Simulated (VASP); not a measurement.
# H16SO10 in VASP: notebook

The runs below take H16SO10 through single point, with PBE+D3(BJ).

All numbers are computed with VASP 6.6.1; they aren't measurements. Logs are shortened: lines on timing, memory, paths and dates and some standing lists are left out, and cuts for length are marked.

**1. Starting point**

The cell holds a amorphous, 27 atoms: a = 7.016 Å, b = 7.016 Å, c = 7.016 Å, α = 90.00°, β = 90.00°, γ = 90.00°.

The cell was built by a generator and needn't be a form met in nature.

**2. Single point, PBE+D3(BJ)**

File INCAR:

```
PREC = Accurate
ENCUT = 520
EDIFF = 1E-6
ISMEAR = -1
SIGMA = 0.02
LREAL = Auto
LASPH = T
NELM = 80
ALGO = Normal
ISIF = 2
LWAVE = F
LCHARG = T
GGA = PE
IVDW = 12
LELF = T
LVHAR = T
NBANDS = 60
```

File KPOINTS:

```
regular mesh
0
Gamma
  1 1 1
```

File POSCAR:

```
H16SO10
1.0
    7.0162890000      0.0000000000      0.0000000000
    0.0000000000      7.0162890000      0.0000000000
    0.0000000000      0.0000000000      7.0162890000
O H S
10 16 1
Direct
    0.3858011048      0.4565238846      0.8430081126
    0.2360383119      0.2882563231      0.3906426612
   -0.0609084427      0.1282033060      0.9230259549
    0.7877704347      0.2311950422      0.5668077339
    1.0556483451      0.6492792618      0.6974577392
    0.7252203211      0.7550710138      0.1610657614
    0.1321788448      0.9102432902      0.4033634095
    0.9036016518      0.3875133121      0.2144194628
    0.5751872354      0.8593872033      0.6100511191
    0.3741146534      1.0332118873      0.8427248273
    0.2664947945      0.4984486500      0.7826905085
    0.4016109331      0.3244250033      0.8021560728
    0.1351646038      0.3491614907      0.3122512528
    0.3569413040      0.3285003001      0.3362412264
    0.0743561374      0.1003037275      0.9095008316
   -0.1017722629      0.1680372049      0.7938578251
    0.8268395434      0.2761420816      0.4389382191
    0.7112201344      0.1176676690      0.5444786647
    1.0725787399      0.7396081330      0.5907385496
    0.9741722896      0.5490185503      0.6473088674
    0.8125543825      0.8525609906      0.1125304693
    0.7061034591      0.7925783916      0.2938804170
    0.1706032709      1.0466219119      0.4081838894
    0.2211791448      0.8548705254      0.3131090217
    0.9056021366      0.3048898027      0.0989124301
    0.8429825405      0.5090254201      0.1769187304
    0.4508632881      0.8502328228      0.7774349422
```

Potentials or basis: VASP PAW PBE potentials, release 64 (O, H, S).

Launch:

```sh
$ cat potpaw_PBE.64/O/POTCAR potpaw_PBE.64/H/POTCAR potpaw_PBE.64/S/POTCAR > POTCAR
$ mpirun -np 1 vasp_gam > vasp.out
```

OUTCAR:

```text
PREC = Accurate
   ENCUT = 520
   EDIFF = 1E-6
   ISMEAR = -1
   LREAL = Auto
   LASPH = T
   NELM = 80
   ISIF = 2
   GGA = PE
   IVDW = 12
 IVDW          = 12

 ion  position               nearest neighbor table
   1  0.386  0.457  0.843-  12 0.98  11 0.98
   2  0.236  0.288  0.391-  14 0.97  13 0.99
   3  0.939  0.128  0.923-  15 0.97  16 0.99
   4  0.788  0.231  0.567-  18 0.97  17 0.99
   5  0.056  0.649  0.697-  20 0.97  19 0.99
   6  0.725  0.755  0.161-  22 0.98  21 0.98
   7  0.132  0.910  0.403-  24 0.97  23 0.99
   8  0.904  0.388  0.214-  26 0.99  25 1.00
   9  0.575  0.859  0.610-  27 1.46
  10  0.374  0.033  0.843-  27 1.47
  11  0.266  0.498  0.783-   1 0.98
  12  0.402  0.324  0.802-   1 0.98
  13  0.135  0.349  0.312-   2 0.99
  14  0.357  0.329  0.336-   2 0.97
[... 10 lines left out ...]
  25  0.906  0.305  0.099-   8 1.00
  26  0.843  0.509  0.177-   8 0.99
  27  0.451  0.850  0.777-   9 1.46  10 1.47

  LATTYP: Found a simple cubic cell.
 ALAT       =     7.0162890000

  Lattice vectors:

 A1 = (   7.0162890000,   0.0000000000,   0.0000000000)
 A2 = (   0.0000000000,   7.0162890000,   0.0000000000)
 A3 = (   0.0000000000,   0.0000000000,   7.0162890000)

Analysis of symmetry for initial positions (statically):
=====================================================================
 Subroutine PRICEL returns:
 Original cell was already a primitive cell.

 Routine SETGRP: Setting up the symmetry group for a
 simple cubic supercell.

 Subroutine GETGRP returns: Found  1 space group operations
 (whereof  1 operations were pure point group operations)
 out of a pool of 48 trial point group operations.

The static configuration has the point symmetry C_1 .

Analysis of symmetry for dynamics (positions and initial velocities):
=====================================================================
 Subroutine PRICEL returns:
 Original cell was already a primitive cell.

 Routine SETGRP: Setting up the symmetry group for a
 simple cubic supercell.

 Subroutine GETGRP returns: Found  1 space group operations
 (whereof  1 operations were pure point group operations)
 out of a pool of 48 trial point group operations.

The dynamic configuration has the point symmetry C_1 .

 Subroutine INISYM returns: Found  1 space group operations
 (whereof  1 operations are pure point group operations),
 and found     1 'primitive' translations

----------------------------------------------------------------------------------------

                                     Primitive cell

  volume of cell :     345.4001

  direct lattice vectors                    reciprocal lattice vectors
     7.016289000  0.000000000  0.000000000     0.142525486  0.000000000  0.000000000
     0.000000000  7.016289000  0.000000000     0.000000000  0.142525486  0.000000000
     0.000000000  0.000000000  7.016289000     0.000000000  0.000000000  0.142525486

  length of vectors
     7.016289000  7.016289000  7.016289000     0.142525486  0.142525486  0.142525486

  position of ions in fractional coordinates (direct lattice)
     0.385801105  0.456523885  0.843008113
     0.236038312  0.288256323  0.390642661
     0.939091557  0.128203306  0.923025955
     0.787770435  0.231195042  0.566807734
     0.055648345  0.649279262  0.697457739
     0.725220321  0.755071014  0.161065761
[... 19 lines left out ...]
     0.842982541  0.509025420  0.176918730
     0.450863288  0.850232823  0.777434942

  ion indices of the primitive-cell ions
   primitive index   ion index
                 1           1
                 2           2
                 3           3
                 4           4
                 5           5
                 6           6
[... 19 lines left out ...]
                26          26
                27          27

----------------------------------------------------------------------------------------

 KPOINTS: regular mesh

Automatic generation of k-mesh.
 Grid dimensions read from file:
 generate k-points for:    1    1    1

 Generating k-lattice:

  Cartesian coordinates                     Fractional coordinates (reciprocal lattice)
     0.142525486  0.000000000  0.000000000     1.000000000  0.000000000  0.000000000
     0.000000000  0.142525486  0.000000000     0.000000000  1.000000000  0.000000000
     0.000000000  0.000000000  0.142525486     0.000000000  0.000000000  1.000000000

  Length of vectors
     0.142525486  0.142525486  0.142525486

  Shift w.r.t. Gamma in fractional coordinates (k-lattice)
     0.000000000  0.000000000  0.000000000

 Subroutine IBZKPT returns following result:
 ===========================================

 Found      1 irreducible k-points:

 Following reciprocal coordinates:
            Coordinates               Weight
  0.000000  0.000000  0.000000      1.000000
   k-points           NKPTS =      1   k-points in BZ     NKDIM =      1   number of bands    NBANDS=     60
   number of dos      NEDOS =    301   number of ions     NIONS =     27
   total plane-waves  NPLWV = 157464
   dimension x,y,z NGX =    54 NGY =   54 NGZ =   54
   dimension x,y,z NGXF=   108 NGYF=  108 NGZF=  108
   ions per type =              10  16   1
   NGX,Y,Z   is equivalent  to a cutoff of  12.79, 12.79, 12.79 a.u.
   NGXF,Y,Z  is equivalent  to a cutoff of  25.59, 25.59, 25.59 a.u.
 SYSTEM =  unknown system
   PREC   = accura    normal or accurate (medium, high low for compatibility)
   ISTART =      0    job   : 0-new  1-cont  2-samecut
   ICHARG =      2    charge: 1-file 2-atom 10-const
   ISPIN  =      1    spin polarized calculation?
   LNONCOLLINEAR =      F non collinear calculations
   LSORBIT =      F    spin-orbit coupling
   LASPH  =      T    aspherical Exc in radial PAW
   ENCUT  =  520.0 eV  38.22 Ry    6.18 a.u.  13.05 13.05 13.05*2*pi/ulx,y,z
   NELM   =     80;   NELMIN=  2; NELMDL= -5     # of ELM steps
   EDIFF  = 0.1E-05   stopping-criterion for ELM
   LREAL  =      T    real-space projection
   EDIFFG = 0.1E-04   stopping-criterion for IOM
   NSW    =      0    number of steps for IOM
   IBRION =     -1    ionic relax: 0-MD 1-quasi-New 2-CG
   NFREE  =      0    steps in history (QN), initial steepest desc. (CG)
   ISIF   =      2    stress and relaxation
   ISYM   =      2    0-nonsym 1-usesym 2-fastsym
   POTIM  = 0.5000    time-step for ionic-motion
   TEBEG  =    0.0;   TEEND  =   0.0 temperature during run
   PSTRESS=    0.0 pullay stress
   NELECT =      82.0000    total number of electrons
   NUPDOWN=      -1.0000    fix difference up-down
   EMIN   =  10.00;   EMAX   =-10.00  energy-range for DOS
   EFERMI =   0.00;   METHOD = LEGACY
   ISMEAR =    -1;   SIGMA  =   0.02  broadening in eV -4-tet -1-fermi 0-gaus
   EFERMI_NEDOS =   21; number of points for ismear=-14 and -15
   IALGO  =     38    algorithm
   IMIX   =      4    mixing-type and parameters
     AMIX     =   0.40;   BMIX     =  1.00
     AMIX_MAG =   1.60;   BMIX_MAG =  1.00
  volume/ion in A,a.u.               =      12.79        86.33
  Fermi-wavevector in a.u.,A,eV,Ry     =   1.013690  1.915597 13.980913  1.027568
  Thomas-Fermi vector in A             =   2.146874
   LORBIT       =      0    0 simple, 1 ext, 2 COOP (PROOUT), +10 PAW based schemes
   GGA     = PE    functional components
   LHFCALC =     F    Hartree Fock is set to
   AEXX    =    0.0000 exact exchange contribution
   IVDW    =    12    specifies the selected vdW correction
   LEPSILON=     F    determine dielectric tensor
   LRPA    =     F    only Hartree local field effects (RPA)
 non-spin polarized calculation
  energy-cutoff  :      520.00
  volume of cell :      345.40
 maximum number of plane-waves:      4658
 NGX is ok and might be reduce to    54
   NGX = 27   NGY = 27   NGZ = 27

 number of electron      82.0000004 magnetization

 Free energy of the ion-electron system (eV)
  ---------------------------------------------------
  ext. energy  EPLUGINS =         0.00000000
  ---------------------------------------------------
  free energy    TOTEN  =      -134.16910132 eV

  energy without entropy =     -134.16910132  energy(sigma->0) =     -134.16910132

 E-fermi :  -2.8465     XC(G=0):  -6.4192

 val. band max:       -3.3456784230   @ k =   0.0000   0.0000   0.0000
 cond. band min:      -1.4537807191   @ k =   0.0000   0.0000   0.0000
 fundamental gap:      1.8918977039
 Fermi energy:        -2.8464939860

 k-point     1 :       0.0000    0.0000    0.0000
  band No.  band energies     occupation
      1     -25.5956      2.00000
      2     -23.1822      2.00000
      3     -22.5518      2.00000
      4     -22.3727      2.00000
      5     -22.2669      2.00000
      6     -22.0243      2.00000
[... 45 lines left out ...]
     52       5.9113      0.00000
     53       6.1102      0.00000
 [bands above 53 left out]

------------------------ aborting loop because EDIFF is reached ----------------------------------------

 Edisp (eV)   -0.91746

 E8    (eV) :    -0.2028

  FORCE on cell =-STRESS in cart. coord.  units (eV):
  Direction    XX          YY          ZZ          XY          YZ          ZX
  --------------------------------------------------------------------------------------
  -------------------------------------------------------------------------------------
  Total      -1.61024    -2.01796    -3.40222    -0.01057     0.86091     0.41574
  in kB      -7.46927    -9.36055   -15.78158    -0.04902     3.99344     1.92845
  external pressure =      -10.87 kB  Pullay stress =        0.00 kB

 VOLUME and BASIS-vectors are now :
 -----------------------------------------------------------------------------
  energy-cutoff  :      520.00
  volume of cell :      345.40
      direct lattice vectors                 reciprocal lattice vectors
     7.016289000  0.000000000  0.000000000     0.142525486  0.000000000  0.000000000
     0.000000000  7.016289000  0.000000000     0.000000000  0.142525486  0.000000000
     0.000000000  0.000000000  7.016289000     0.000000000  0.000000000  0.142525486

 POSITION                                       TOTAL-FORCE (eV/Angst)
 -----------------------------------------------------------------------------------
      2.70689      3.20310      5.91479         0.018861     -0.017275      0.026223
      1.65611      2.02249      2.74086         0.037654     -0.017204     -0.041192
      6.58894      0.89951      6.47622        -0.054343      0.021838      0.077413
      5.52723      1.62213      3.97689         0.031545      0.030112      0.028406
      0.39044      4.55553      4.89357         0.032352     -0.016062      0.004044
      5.08836      5.29780      1.13008         0.088255      0.140624      0.107515
[... 19 lines left out ...]
      5.91461      3.57147      1.24131         0.047477      0.033255      0.091622
      3.16339      5.96548      5.45471         0.191845      0.248818     -0.216224
 -----------------------------------------------------------------------------------
    total drift:                               -0.000263      0.003313      0.015430

  FREE ENERGIE OF THE ION-ELECTRON SYSTEM (eV)
  ---------------------------------------------------
  free  energy   TOTEN  =      -135.0865571330 eV

  energy  without entropy=     -135.0865571330  energy(sigma->0) =     -135.08655713
```

Run time: 30 s. Hardware: 1 thread of Intel Xeon 6975P-C (Granite Rapids), shared host; peak memory 0.39 GiB.

What came out:

```
Free energy                : -135.0866 eV
Pressure                   : -1.1 GPa
Largest force              : 0.395 eV/Å
Band gap on the k mesh     : 1.89 eV, direct
Dispersion energy per atom : -0.034 eV
```

Forces in eV/Å, atoms in the order of the input:
```
O    0.019 -0.017  0.026
O    0.038 -0.017 -0.041
O   -0.054  0.022  0.077
O    0.032  0.030  0.028
O    0.032 -0.016  0.004
O    0.088  0.141  0.108
O   -0.001 -0.067  0.042
O   -0.041  0.046 -0.051
O   -0.240 -0.018  0.313
O    0.090 -0.232 -0.088
H   -0.087  0.085 -0.022
H    0.050 -0.067 -0.002
H   -0.040 -0.024  0.026
H   -0.044 -0.025 -0.004
H    0.084 -0.013  0.023
H   -0.072  0.028 -0.083
H    0.024  0.067 -0.040
H   -0.070 -0.074  0.051
H    0.005  0.103 -0.061
H   -0.080 -0.065  0.031
H    0.025 -0.041 -0.129
H   -0.034 -0.076 -0.034
H   -0.009  0.140  0.025
H    0.006 -0.124 -0.072
H    0.041 -0.066 -0.004
H    0.047  0.033  0.092
S    0.192  0.249 -0.216
```

Stress tensor (GPa, compression positive):
```
-0.75  0.00  0.19
 0.00 -0.94  0.40
 0.19  0.40 -1.58
```

**3. Single point, PBE+D3(BJ)**

File INCAR:

```
SYSTEM = H16SO10
PREC     = Accurate       ! precision mode
ENCUT    = 520            ! plane-wave cutoff, eV
EDIFF    = 1E-6           ! SCF threshold, eV
ISMEAR   = -1             ! smearing method
SIGMA    = 0.02           ! smearing width, eV
LREAL    = Auto         
LASPH    = .True.         ! aspherical terms in the spheres
NELM     = 80             ! most SCF steps
ALGO     = Normal         ! electronic algorithm
ISIF     = 2              ! what is computed and relaxed
LWAVE    = .False.        ! write WAVECAR
LCHARG   = .False.        ! write CHGCAR
GGA      = PE             ! functional
IVDW     = 12             ! dispersion correction
NBANDS   = 60             ! bands
```

File KPOINTS:

```
regular mesh
0
Gamma
  1 1 1
  0 0 0
```

File POSCAR:

```
H16SO10
1.0
    7.0162890000      0.0000000000      0.0000000000
    0.0000000000      7.0162890000      0.0000000000
    0.0000000000      0.0000000000      7.0162890000
O H S
10 16 1
Direct
    0.3947100811      0.4680679487      0.8815343838
    0.2627742386      0.3193568566      0.4564378691
   -0.0478173006      0.1269902081      0.9471531176
    0.8036584582      0.2324590677      0.6170355868
    0.9846943306      0.5844400081      0.6636984309
    0.7936674216      0.8243246537      0.1696338335
    0.1887607537      0.9252041927      0.4451783557
    0.8431522704      0.3719060033      0.2656532535
    0.6180475177      0.8455181934      0.6248887410
    0.3635397573      0.9884855085      0.8366246031
    0.3046339739      0.4854988157      0.7709346066
    0.4241130888      0.3272955262      0.8580746888
    0.1426252539      0.3433581484      0.3923584106
    0.3722338119      0.3758539593      0.3875125440
    0.0796432416      0.0665451494      0.9330858521
   -0.0886365998      0.1541698183      0.8162577112
    0.8316362111      0.3000731583      0.5046257359
    0.7476744473      0.1088324611      0.5777983205
    0.9866326772      0.6941133696      0.5920366165
    0.8534853681      0.5986783042      0.7030354650
    0.8167137927      0.8807789987      0.0417172098
    0.6652234536      0.8659563481      0.1790690207
    0.1776010082      1.0665894749      0.4514779822
    0.0884228115      0.8620796549      0.3749275436
    0.8963712869      0.3158507296      0.1544691218
    0.8206474961      0.5084169138      0.2512154217
    0.4254385759      0.8317787366      0.7113161958
```

Potentials or basis: VASP PAW PBE potentials, release 64 (O, H, S).

Launch:

```sh
$ cat potpaw_PBE.64/O/POTCAR potpaw_PBE.64/H/POTCAR potpaw_PBE.64/S/POTCAR > POTCAR
$ mpirun -np 1 vasp_gam > vasp.out
```

Run time: 27 s. Hardware: 1 thread of Intel Xeon 6975P-C (Granite Rapids), shared host; peak memory 0.37 GiB.

It converged, with:

| Item | Value |
| --- | --- |
| Free energy | -133.8035 eV |
| Pressure | -0.5 GPa |
| Largest force | 3.596 eV/Å |
| Band gap on the k mesh | 2.64 eV, direct |
| Dispersion energy per atom | -0.034 eV |

Forces on the atoms (eV/Å):
```
O   -0.539 -1.781 -1.572
O    0.915 -0.194  0.301
O    1.009 -0.894  0.626
O   -0.996 -2.201  1.925
O   -0.271 -1.914  1.415
O    0.760 -0.256 -0.994
O    0.534  0.177  0.466
O   -0.408  0.756  1.668
O   -1.125  0.175  0.569
O    0.575 -0.502 -0.581
H    0.428 -0.045  1.074
H   -0.014  1.611  0.544
H   -0.077  0.703 -0.405
H   -1.038 -0.413  0.050
H   -0.709  0.505  0.101
H   -0.128  0.611 -0.539
H    0.480  0.964 -1.958
H    0.150  0.704  0.082
H    0.931  2.869 -1.957
H   -0.575 -0.732  0.684
H    0.854 -0.030  0.509
H   -1.428  0.179  0.844
H   -0.005 -0.615 -0.287
H   -0.377  0.462 -0.411
H    0.412 -0.506 -1.633
H    0.190 -0.066 -0.540
S    0.450  0.435  0.021
```

Stress tensor (GPa, compression positive):
```
-1.54  0.39 -0.51
 0.39 -0.89 -1.99
-0.51 -1.99  0.98
```

Levels at points of the mesh, in eV from the valence-band top:
| k point | band 37 | band 38 | band 39 | band 40 | band 41 | band 42 | band 43 | band 44 | band 45 | band 46 |
| --- | --- | --- | --- | --- | --- | --- | --- | --- | --- | --- |
| (0.00, 0.00, 0.00) | -0.64 | -0.36 | -0.32 | -0.21 | 0.00 | 2.64 | 4.69 | 6.34 | 6.98 | 7.40 |

(Part 1 of 2 ends here.)
